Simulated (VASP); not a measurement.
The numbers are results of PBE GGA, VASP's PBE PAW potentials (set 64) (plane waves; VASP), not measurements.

Input for VASP

INCAR:
```
! general
SYSTEM  = SrO
PREC    = Accurate
ENCUT   = 520   ! plane-wave cut-off (eV)
LREAL   = .False.   ! projection in real space or not
LASPH   = .True.   ! aspherical one-centre terms

! electronic loop
EDIFF   = 1E-8
NELM    = 100   ! most electronic steps
ALGO    = Normal   ! blocked Davidson
LMAXMIX = 4   ! l cut-off of mixed one-centre charges

! smearing
ISMEAR  = 0   ! Gaussian
SIGMA   = 0.05   ! width (eV)

! functional
GGA     = PE   ! PBE

! ions
IBRION  = 1   ! quasi-Newton
NSW     = 30
ISIF    = 2
EDIFFG  = -0.001

! output
LWAVE   = .False.
LCHARG  = .False.
```

**POSCAR**
```
SrO
1
    0.0000000000     2.6023952996     2.6023952996
    2.6023952996     0.0000000000     2.6023952996
    2.6023952996     2.6023952996     0.0000000000
Sr O
1 1
Direct
  0.0000000000   0.0000000000   0.0000000000
  0.5000000000   0.5000000000   0.5000000000
```

File KPOINTS:
```
K-points
0
G
 8 8 8
```

POTCAR, in this order: Sr_sv O (PBE.64 set). Program: vasp_std.

Output of the run:

### OSZICAR
```
       N       E                     dE             d eps       ncg     rms          rms(c)
DAV:   1     0.788868253386E+02    0.78887E+02   -0.86673E+03   696   0.130E+03
DAV:   2    -0.104631763332E+02   -0.89350E+02   -0.81068E+02   960   0.245E+02
DAV:   3    -0.141626983616E+02   -0.36995E+01   -0.36636E+01   924   0.502E+01
DAV:   4    -0.142529155355E+02   -0.90217E-01   -0.90188E-01   964   0.698E+00
DAV:   5    -0.142538800592E+02   -0.96452E-03   -0.96451E-03   928   0.724E-01    0.157E+01
DAV:   6    -0.121802607683E+02    0.20736E+01   -0.10676E+01   808   0.240E+01    0.189E+01
DAV:   7    -0.120612556243E+02    0.11901E+00   -0.63147E-01   864   0.696E+00    0.107E+01
DAV:   8    -0.120535127160E+02    0.77429E-02   -0.13988E-01   740   0.418E+00    0.771E-01
DAV:   9    -0.120542607467E+02   -0.74803E-03   -0.13314E-02   976   0.963E-01    0.224E-01
DAV:  10    -0.120549819594E+02   -0.72121E-03   -0.11053E-03   724   0.335E-01    0.612E-02
DAV:  11    -0.120551079570E+02   -0.12600E-03   -0.19891E-04   828   0.123E-01    0.446E-02
DAV:  12    -0.120551242883E+02   -0.16331E-04   -0.25656E-05   756   0.501E-02    0.293E-02
DAV:  13    -0.120551228713E+02    0.14171E-05   -0.33714E-06   888   0.223E-02    0.269E-03
DAV:  14    -0.120551226482E+02    0.22311E-06   -0.46368E-07   892   0.643E-03    0.158E-03
DAV:  15    -0.120551225806E+02    0.67570E-07   -0.47183E-08   832   0.194E-03    0.679E-04
DAV:  16    -0.120551225428E+02    0.37794E-07   -0.73292E-09   536   0.858E-04    0.161E-04
DAV:  17    -0.120551225456E+02   -0.28015E-08   -0.14163E-09   404   0.325E-04
   1 F= -.12055123E+02 E0= -.12055123E+02  d E =-.120551E+02
```

File OUTCAR:
```
------------------------ aborting loop because EDIFF is reached ----------------------------------------
  FORCE on cell =-STRESS in cart. coord.  units (eV):
  Direction    XX          YY          ZZ          XY          YZ          ZX
  --------------------------------------------------------------------------------------
  Total        0.0045066      0.0045066      0.0045066     -0.0000000     -0.0000000      0.0000000
  in kB        0.2048391      0.2048391      0.2048391     -0.0000000     -0.0000000      0.0000000
  external PRESSURE =       0.2048391 kB  Pullay stress =       0.0000000 kB
  volume of cell :       35.25
      direct lattice vectors                 reciprocal lattice vectors
     0.000000000  2.602395300  2.602395300    -0.192130688  0.192130688  0.192130688
     2.602395300  0.000000000  2.602395300     0.192130688 -0.192130688  0.192130688
     2.602395300  2.602395300  0.000000000     0.192130688  0.192130688 -0.192130688
  FREE ENERGIE OF THE ION-ELECTRON SYSTEM (eV)
  ---------------------------------------------------
  free  energy   TOTEN  =       -12.0551225456 eV

  energy  without entropy=      -12.0551225456  energy(sigma->0) =      -12.05512255

 reached required accuracy - stopping structural energy minimisation
```
(Selected blocks of OUTCAR.)

The compound is SrO in the rock salt structure. It was relaxed first. The start is the result of an earlier pass.
